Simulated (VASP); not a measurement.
Given:

```xyz
5
Lattice="4.0770 0.0000 0.0000 0.0000 2.8833 2.8815 0.0000 -2.8833 2.8815" Properties=species:S:1:pos:R:3 pbc="T T T"
Mg     0.1200     0.0500     2.8770
Tl     2.0385     0.0000     5.7501
F      2.0385     0.0000     2.8666
F      0.0000     1.4442     4.3097
F      0.0000    -1.4442     4.3097
```

Level of theory: PBE GGA, VASP's PBE PAW potentials (set 64) (plane waves; VASP). Settings: 520 eV cut-off, 4×4×4 Γ-centred mesh, Gaussian smearing of 0.050 eV, potentials Mg Tl_d F.

**Question.** The ions are relaxed. Give the cell that the relaxation ends in.

**Answer.** 
```xyz
5
Lattice="4.0770 0.0000 0.0000 0.0000 2.8833 2.8815 0.0000 -2.8833 2.8815" Properties=species:S:1:pos:R:3 pbc="T T T"
Mg     0.0242     0.0100     2.8701
Tl     2.0625     0.0103     5.7518
F      2.0625     0.0096     2.8699
F      0.0239     1.4518     4.3108
F      0.0239    -1.4317     4.3106
```
Space group Pm-3m (221), at a tolerance of 0.03 Å.

**Question.** How much energy does the relaxation gain?

**Answer.** The energy (σ→0) changes by -12.3 meV/atom, in 7 ionic steps.

| step | E(σ→0) (eV) | max force (eV/Å) | pressure (GPa) | volume (Å³) |
|---|---|---|---|---|
| 1 | -23.1952 | 0.981 | 4.08 | 67.75 |
| 2 | -23.2421 | 0.426 | 3.64 | 67.75 |
| 3 | -23.2507 | 0.205 | 3.56 | 67.75 |
| 4 | -23.2507 | 0.180 | 3.57 | 67.75 |
| 5 | -23.2539 | 0.124 | 3.58 | 67.75 |
| 6 | -23.2568 | 0.036 | 3.57 | 67.75 |
| 7 | -23.2569 | 0.003 | 3.58 | 67.75 |

The structure comes from a computed database's MgTlF3 entry (Amm2); how it stands against other phases isn't given here. In the starting cell atoms are displaced from their ideal sites. This run relaxes the ions in a fixed cell. It ends in space group Pm-3m.
